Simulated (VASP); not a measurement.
Given:

```
CELL_PARAMETERS angstrom
      3.04019     0.00000     0.00000
      0.00000     3.04019     0.00000
      0.00000     0.00000     3.04019
ATOMIC_POSITIONS crystal
  Sn 0.00000 0.00000 0.00000
  O  0.50000 0.50000 0.50000
```

Level of theory: PBEsol GGA, VASP's PBE PAW potentials (set 64) (plane waves; VASP 6.6.1). Run with 620 eV cut-off, 12×12×12 Γ-centred mesh, first-order Methfessel-Paxton smearing of 0.10 eV, potentials Sn_d O.

Energy and stress use the plane-wave basis of the starting cell.

Problem. The ions, cell shape and volume at an external pressure of 10.0 GPa are relaxed. Give the cell that the relaxation ends in.

Solution. 
```
CELL_PARAMETERS angstrom
      3.00621     0.00000     0.00000
      0.00000     3.00621     0.00000
      0.00000     0.00000     3.00621
ATOMIC_POSITIONS crystal
  Sn 0.00000 0.00000 0.00000
  O  0.50000 0.50000 0.50000
```
Space group Pm-3m (221), at a tolerance of 0.03 Å.

Problem. How do energy and volume change from the first to the last step?

Solution. The energy (σ→0) changes by +21.5 meV/atom and the volume by -3.3 %, in 3 ionic steps.

| step | E(σ→0) (eV) | max force (eV/Å) | pressure (GPa) | volume (Å³) |
|---|---|---|---|---|
| 1 | -10.6180 | 0.000 | 4.95 | 28.10 |
| 2 | -10.5101 | 0.000 | 15.22 | 26.34 |
| 3 | -10.5750 | 0.000 | 10.01 | 27.17 |

The structure was generated: SnO was put into the CsCl type type (Pm-3m), which need not be its known phase. This run relaxes it under an external pressure of 10 GPa. Symmetry was kept, so distortions that lower it aren't found.
